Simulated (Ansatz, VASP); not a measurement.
# Mg (Mg(0001) film of 2 layers): VASP beside Ansatz

One calculation is typed for both programs; each brings its own data sets. How far apart do they land? The cell is taken from a series of runs on this material, whose earlier steps may have relaxed, scaled, displaced or heated it; both programs get it as it stands.

Method: plane waves, with VASP 6.6.1 beside it; zone-centre phonons at PBEsol, in Ansatz 0.2.0.

### 1. Starting point

The cell holds 2 atoms: 2 Mg. Cell: a = 3.082 Å, b = 3.082 Å, c = 29.032 Å, α = 90.0°, β = 90.0°, γ = 120.0°. It derives from Mg. Vacuum lies along c.

### 2. Ansatz: zone-centre phonons, PBEsol

Ansatz runs on its default PAW (the set named soft_2) files.

Second derivatives magnify differences that forces hide, and they need a tight electronic threshold.

The input, input.yaml:

```yaml
crystal:
  lattice:
    - [3.0823072583, 0.0, 0.0]
    - [-1.5411536291, 2.669356388, 0.0]
    - [0.0, 0.0, 29.0322659179]
  atoms:
    - { symbol: Mg, position: [0.3333333333, 0.6666666667, 0.188412233] }
    - { symbol: Mg, position: [0.6666666667, 0.3333333333, 0.2805876734] }
  periodic: [true, true, false]
kpoints:
  mp_grid: { grid: [9, 9, 1] }
hamiltonian:
  xc: pbesol
scf:
  occupations: { method: methfessel_paxton, width: 0.2 }
output:
  eigenvalues: true
phonons:
  method: dfpt
  qmesh: [3, 3, 1]
  temperatures: { t_max: 1000, t_step: 50 }
  qpath:
    path:
      - [0.0, 0.0, 0.0]
      - [0.5, 0.0, 0.0]
      - [0.33333333, 0.33333333, 0.0]
      - [0.0, 0.0, 0.0]
    npoints: 10
  electrical_resistivity:
    mesh: [12, 12, 1]
    temperatures: [20.0, 50.0, 77.0, 100.0, 150.0, 200.0, 300.0, 400.0, 600.0, 800.0]
```

Command:

```bash
$ ansatz run input.yaml --threads 4 --pin off --max-ram 16384MiB --backend cpu --events-out ev --progress --plain --runs-dir out
```

Numbers of over 12 decimals in the logs are rounded to 6 here.

Log:

```text
Warning: crystal.symmetry: narrowed to the stabiliser of the run's FFT grids — unitary ops 12 → 6. A phonons.method: dfpt run fills in the rows of the dynamical matrix that it does not solve by its symmetry operations, which is exact only for operations that map its FFT grids onto themselves: filled in by any other, the frequencies could depend on the order in which like atoms are typed, or, by more than the grids' own error, on where the crystal sits among the grids' points. Excluded: 6 operations. The run can therefore solve more perturbations, solve them on more k-points, or both, and cost more. [rest of the remark cut]
Engine: ansatz 0.2.0, aarch64-unknown-linux-gnu
Pseudopotentials: kind: paw
Pseudopotential: Mg, paw, valence charge 10, recommended cutoff 420 eV (normal), Mg.paw.azcp
Functional definition: PBEsol
  exchange = pbesol_x
  correlation = pbesol_c
Crystal: 2 atoms, lattice volume = 238.871 Å³
Basis set: ecut = 420 eV, 4657 PW (Γ), exchange–correlation on 48×48×400 points (8 copies of the dense FFT grid, shifted against one another)
Bands: 14, of which v1, the nominal top of the filled ones, is band 10 counted from 1 (9 counted from 0)
Symmetry: 12 space group operations
k-points: 12 of 81 (irreducible under 6 space group operations, time reversal used)
Non-local potential: Mg, projectors of the file, l = 0: 3, l = 1: 2, l = 2: 1
PAW form: soft (Blöchl's): semilocal exchange-correlation on the pseudo side does not see the compensation charge
PAW frozen core: Mg, regenerated for the run's functional, and the local potential with it (the file was generated under x = pbe(κ = 0.804, μ = 0.219515), c = pbe(β = 0.066725))
PAW one-centre angular grid: Mg, 110 points (default); XC on 64 Gauss nodes
Initial density: superposition of atomic densities (neutral atoms: chi_scale 0, normalization atom), corrected by the library's trained network
Initial wavefunctions: pseudopotential atomic-orbital guess
Functional: x = pbesol(κ = 0.804, μ = 0.123457), c = pbesol(β = 0.046)
SCF iter   1: F=—  HF=-3823.450358 eV  |F-HF|=—  |Δ(HF+E_count)|=         —  Δρ=1.31e-3  dr2=1.86e-2  ethr=1.77e-3  ⟨swp⟩=8.9  Hψ=1255  notcnv=0
preconditioner: auto → LDOS  [insulator: Δε(μ)=0.188 eV  Ē_g=5.575 eV  σ=0.200 eV  W_gap=0.55  n_scr=16 (ndim 8)  ℏωp=4.8 eV  f_vac=0.734  D(μ)=0.56/eV (n_scr^D=6)  ε∞_Penn≈1.7  β→1.0]
SCF iter   2: F=—  HF=-3823.446661 eV  |F-HF|=—  |Δ(HF+E_count)|=   3.70e-3  S|Δr|=    0.00e0  Δρ=7.70e-4  dr2=3.96e-3  ethr=9.28e-5  ⟨swp⟩=2.9  Hψ=415  notcnv=0
SCF iter   3: F=—  HF=-3823.445988 eV  |F-HF|=—  |Δ(HF+E_count)|=   6.73e-4  S|Δr|=    0.00e0  Δρ=9.26e-5  dr2=8.07e-5  ethr=1.98e-5  ⟨swp⟩=3.2  Hψ=279  notcnv=0
SCF iter   4: F=—  HF=-3823.445999 eV  |F-HF|=—  |Δ(HF+E_count)|=   1.09e-5  S|Δr|=    0.00e0  Δρ=2.08e-5  dr2=3.92e-6  ethr=4.03e-7  ⟨swp⟩=2.6  Hψ=214  notcnv=0
[...]
k-point 2: bands = [... 6 lower, -46.7291, -46.7267, -9.3307, -6.9738, -3.9272, -0.8923 (-0.8923°), 0.6254, 1.1988]
  k-point 11: bands = [... 6 lower, -46.7486, -46.7475, -3.8268, -3.6271, -3.6271, -1.7702, -0.5482, -0.5482]
  ° read free of the cell's end (the report's vacuum.weakly_bound_levels)
--- Phonons (Γ-DFPT): 4 representative perturbations + reference (Σ response iterations 15) ---
  ASR residual: 1.675e-5 → 0.000e0 eV/Å²; symmetrization residual: 5.108e-8 eV/Å²
  The last average, over the group as it would stand without the narrowing to the FFT grids, took up to 1.110e-16 eV/Å² of the zone centre's force constants
  ASR residual per site (eV/Å²): 1.67e-5 1.68e-5
  Γ frequencies (cm⁻¹): 0.00 0.00 0.00 85.61 85.61 175.50
--- Phonons (arbitrary-q DFPT): 3 irreducible q on the 3×3×1 mesh ---
  q = [0.0000, 0.0000, 0.0000] (star 1, of the zone-centre solve; hermiticity 7.42e-8, symmetrization 2.24e-11, taken by the last average 1.34e-17): -0.00 0.00 0.00 85.61 85.61 175.50
  q = [0.0000, 0.3333, 0.0000] (star 6, 6 solved perturbations on 45 of 81 k-point pairs; hermiticity 5.35e-8, symmetrization 2.76e-10, taken by the last average 5.31e-8): 69.62 137.28 148.81 162.49 231.95 238.87
  q = [0.3333, 0.3333, 0.0000] (star 2, 4 solved perturbations in 128 linear systems a pass and spin channel, the states on 45 of 81 k-point pairs; hermiticity 3.13e-8, symmetrization 4.12e-9, taken by the last average 4.42e-8): 109.65 109.65 224.46 226.53 238.09 238.09
  sum rule: each row above includes the acoustic sum rule's correction from the zone centre's row sums; it moved no ω² by more than (0.43 cm⁻¹)²
  mesh force constants: q→R imaginary residual 0.00e0; ASR residual 1.675e-5 → 0.000e0 eV/Å²; symmetrization residual 8.882e-16 eV/Å²
  interpolated dispersion: 31 rows × 6 modes
  density of states and harmonic sums: on the 24×24×1 q-mesh, interpolated from the force constants of a 3×3×1 supercell (no non-analytic term)
  largest difference from the sums on the solved wave vectors: F 7.81e-2 eV, S 1.06e-4 and C_V 2.83e-5 eV/K
  zero-point energy: 0.059995 eV/cell   skipped modes (ω ≤ 0): 3   left out of the sums: 8.68e-4 of the cell's modes: C_V's classical limit lies that fraction below 3 k_B per atom; for a crystal, a wire or a layer, F and S can be off by more, and a phonons.interpolated_qmesh denser along its periods is the remedy for the sampling
--- Electrical resistivity: potentials and phonons of a 3×3×1 supercell ---
[...]
at the Fermi level of each mesh (of a tensor half of its trace):
           mesh   spin    states/(eV spin)  plasma energy (eV)         λ      λ_tr    ħω_log (meV)
        12×12×1                     0.4512              3.0466    0.3619    0.2283          11.574
          6×6×1                     0.5520              3.4068    0.4791    0.3151          10.741
          3×3×1                     0.3855              3.2664    0.2519    0.1871          18.049
  resistivity on the deck's mesh, µΩ·cm:
     T (K)       trace/2  mesh converged            xx            yy            zz    lowest order   relaxation time
     20.00     1.7362e-1              no     1.7362e-1     1.7362e-1      0.0000e0       2.6260e-1         4.4025e-1
     50.00      1.6441e0              no      1.6441e0      1.6441e0      0.0000e0        1.9969e0          3.4255e0
     77.00      3.9620e0              no      3.9620e0      3.9620e0      0.0000e0        4.5092e0          7.5178e0
    100.00      6.3294e0              no      6.3294e0      6.3294e0      0.0000e0        6.9635e0          1.1476e1
    150.00      1.1764e1              no      1.1764e1      1.1764e1      0.0000e0        1.2473e1          2.0286e1
    200.00      1.7109e1              no      1.7109e1      1.7109e1      0.0000e0        1.7891e1          2.8883e1
    300.00      2.7410e1              no      2.7410e1      2.7410e1      0.0000e0        2.8423e1          4.5534e1
    400.00      3.7476e1              no      3.7476e1      3.7476e1      0.0000e0        3.8780e1          6.1875e1
    600.00      5.7532e1              no      5.7532e1      5.7532e1      0.0000e0        5.9556e1          9.4403e1
    800.00      7.7816e1              no      7.7816e1      7.7816e1      0.0000e0        8.0774e1          1.2705e2
  sheet resistance at 20 K: 0.5980 Ω
  mean free path at 20 K (of a tensor half of its trace): 2636 nm by what each carries, 2508 by the Fermi surface alone
  Hall coefficient in a weak field at 20 K (along the normal): 1.467e-9 m³/C (how far it moves between the two finest meshes is not known); by each state's relaxation time: 4.806e-10 m³/C; by a constant relaxation time: 2.209e-10 m³/C
  sheet resistance at 50 K: 5.663 Ω
  mean free path at 50 K (of a tensor half of its trace): 276 nm by what each carries, 265 by the Fermi surface alone
  Hall coefficient in a weak field at 50 K (along the normal): 1.022e-9 m³/C (how far it moves between the two finest meshes is not known); by each state's relaxation time: 7.260e-10 m³/C; by a constant relaxation time: 2.089e-10 m³/C
  sheet resistance at 77 K: 13.65 Ω
  mean free path at 77 K (of a tensor half of its trace): 115 nm by what each carries, 110 by the Fermi surface alone
  Hall coefficient in a weak field at 77 K (along the normal): 8.389e-10 m³/C (how far it moves between the two finest meshes is not known); by each state's relaxation time: 7.454e-10 m³/C; by a constant relaxation time: 2.114e-10 m³/C
  sheet resistance at 100 K: 21.80 Ω
  mean free path at 100 K (of a tensor half of its trace): 71.7 nm by what each carries, 68.8 by the Fermi surface alone
  Hall coefficient in a weak field at 100 K (along the normal): 7.725e-10 m³/C (how far it moves between the two finest meshes is not known); by each state's relaxation time: 7.413e-10 m³/C; by a constant relaxation time: 2.134e-10 m³/C
  sheet resistance at 150 K: 40.52 Ω
  mean free path at 150 K (of a tensor half of its trace): 38.2 nm by what each carries, 37.0 by the Fermi surface alone
  Hall coefficient in a weak field at 150 K (along the normal): 7.282e-10 m³/C (how far it moves between the two finest meshes is not known); by each state's relaxation time: 7.345e-10 m³/C; by a constant relaxation time: 2.145e-10 m³/C
  sheet resistance at 200 K: 58.93 Ω
  mean free path at 200 K (of a tensor half of its trace): 26.1 nm by what each carries, 25.5 by the Fermi surface alone
  Hall coefficient in a weak field at 200 K (along the normal): 7.132e-10 m³/C (how far it moves between the two finest meshes is not known); by each state's relaxation time: 7.264e-10 m³/C; by a constant relaxation time: 2.129e-10 m³/C
  sheet resistance at 300 K: 94.41 Ω
  mean free path at 300 K (of a tensor half of its trace): 16.3 nm by what each carries, 15.9 by the Fermi surface alone
  Hall coefficient in a weak field at 300 K (along the normal): 6.961e-10 m³/C (how far it moves between the two finest meshes is not known); by each state's relaxation time: 7.131e-10 m³/C; by a constant relaxation time: 2.078e-10 m³/C
  sheet resistance at 400 K: 129.1 Ω
  mean free path at 400 K (of a tensor half of its trace): 11.9 nm by what each carries, 11.6 by the Fermi surface alone
  Hall coefficient in a weak field at 400 K (along the normal): 6.814e-10 m³/C (how far it moves between the two finest meshes is not known); by each state's relaxation time: 7.022e-10 m³/C; by a constant relaxation time: 2.028e-10 m³/C
  sheet resistance at 600 K: 198.2 Ω
  mean free path at 600 K (of a tensor half of its trace): 7.78 nm by what each carries, 7.57 by the Fermi surface alone
  Hall coefficient in a weak field at 600 K (along the normal): 6.469e-10 m³/C (how far it moves between the two finest meshes is not known); by each state's relaxation time: 6.768e-10 m³/C; by a constant relaxation time: 1.901e-10 m³/C
  sheet resistance at 800 K: 268.0 Ω
  mean free path at 800 K (of a tensor half of its trace): 5.76 nm by what each carries, 5.60 by the Fermi surface alone
  Hall coefficient in a weak field at 800 K (along the normal): 6.054e-10 m³/C (how far it moves between the two finest meshes is not known); by each state's relaxation time: 6.413e-10 m³/C; by a constant relaxation time: 1.707e-10 m³/C
  the resistivity times a path that all electrons share, by the Fermi surface of the deck's mesh alone (half of the trace): 4.355e-15 Ω·m²
  not converged in the mesh (λ; λ_tr; the resistivity at 20 K by 16.34 %; the resistivity at 50 K by 13.52 %; the resistivity at 77 K by 11.48 %; the resistivity at 100 K by 10.76 %; the resistivity at 150 K by 10.29 %; the resistivity at 200 K by 10.10 %; the resistivity at 300 K by 9.71 %; the resistivity at 400 K by 9.22 %; the resistivity at 600 K by 8.87 %; the resistivity at 800 K by 9.15 %): between neighbouri [...]
  vibrations of 9 cells: unjudged by the run; compare a larger repeat
  the changes of the potential over all sites missed a rigid shift's by 2.00 % (the site terms' by 0.03 %)
```

Reading the cycles: dr2 is the Hartree energy of the density residual (eV), the measure of convergence; HF is the Harris–Foulkes estimate of the energy, which meets the free energy F at convergence.

(Continued in part 2 of 2.)

[Lines on the potential files, build, host, timing and source positions are cut from VASP's logs without a mark.]

[Logs are printed without paths, hosts, clocks, repeated set-up lines and the standing remarks that a program may print on its own settings, such as how far it seeks lower states.]

[Hosts, paths, dates, database ids (printed as entryN), source tags and the programs' standing remarks are cut or masked in the printed files.]
